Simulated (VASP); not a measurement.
## Si2B3: relaxation of cell and atoms with PBE

Crystal: Si2B3.

```xyz
5
Lattice="1.4930 0.8620 5.9300 -1.4930 0.8620 5.9300 0.0000 -1.7240 5.9300" Properties=species:S:1:pos:R:3 pbc="T T T"
Si    0.0000    0.0000    7.1190
Si    0.0000    0.0000   10.6710
B     0.0000    0.0000   14.6940
B     0.0000    0.0000    3.0960
B     0.0000    0.0000    0.0000
```

The cell was built by a generator and needn't be a form met in nature.

- Program: VASP 6.6.1
- Task: relaxation of cell and atoms
- Functional: PBE
- Potentials or basis: VASP PAW PBE potentials, release 64 (Si, B)
- Cutoff: 520 eV
- k mesh: 12 × 12 × 12
- Occupations: gaussian, width 0.1 eV
- Spin: no spin polarisation
- Further INCAR settings: ALGO = Normal; EDIFF = 1e-06; IBRION = 2; EDIFFG = -0.01; NSW = 90; ISIF = 3

- Relaxed volume: 9.15 Å³/atom
- Relaxed cell: a = 6.183 Å, b = 6.183 Å, c = 6.183 Å, α = 27.91°, β = 27.91°, γ = 27.91°
- Space group after relaxing (to 0.05 Å): R-3m (No. 166)
- Energy gained by relaxing: 0.9 meV/atom
- Ionic steps: 8
- Pressure after relaxing: 0.0 GPa
- Band gap on the k mesh: none (metal or under the smearing width)

Forces on the atoms (eV/Å):
```
Si   0.000  0.000  0.002
Si   0.000  0.000 -0.002
B    0.000  0.000  0.002
B    0.000  0.000 -0.002
B    0.000  0.000  0.000
```

Stress tensor (GPa, compression positive):
```
 0.04  0.00  0.00
 0.00  0.04  0.00
 0.00  0.00 -0.07
```

The path:
```
step  energy change (eV)  largest force (eV/Å)  pressure (GPa)  volume (Å³)
   1              0.0000                0.2148            0.41        45.79
   2             -0.0034                0.0602           -0.54        45.94
   3             -0.0035                0.0534           -0.77        45.98
   4             -0.0045                0.0392            0.07        45.72
   5             -0.0045                0.0389            0.09        45.72
   6             -0.0046                0.0174            0.05        45.72
   7             -0.0047                0.0104            0.02        45.72
   8             -0.0047                0.0022            0.00        45.73
```

Final structure:
```yaml
crystal:
  lattice:
    - [1.49098, 0.86082, 5.93809]
    - [-1.49098, 0.86082, 5.93809]
    - [0.00000, -1.72163, 5.93809]
  atoms:
    - { symbol: Si, position: [0.40108, 0.40108, 0.40108] }
    - { symbol: Si, position: [0.59892, 0.59892, 0.59892] }
    - { symbol: B, position: [0.82516, 0.82516, 0.82516] }
    - { symbol: B, position: [0.17484, 0.17484, 0.17484] }
    - { symbol: B, position: [0.00000, 0.00000, 0.00000] }
```

Levels at points of the mesh, in eV from the Fermi level:
```
           k point  band 5  band 6  band 7  band 8  band 9  band 10  band 11  band 12
(0.00, 0.00, 0.00)   -0.04   -0.04    0.91    1.59    1.59     4.49     4.49     5.48
(0.50, 0.00, 0.00)   -5.87   -4.92   -3.24   -1.46   -0.12     2.06     2.28     3.35
(0.50, 0.50, 0.00)   -4.05   -4.04   -3.46   -1.43   -0.80     0.25     2.59     3.61
(0.50, 0.50, 0.50)   -0.12   -0.12    1.81    1.81    3.78     3.78     4.87     7.49
```

Run time: 2 min on 4 MPI ranks on Intel(R) Xeon(R) 6975P-C (Granite Rapids) (shared host), peak memory 0.4 GiB a rank.
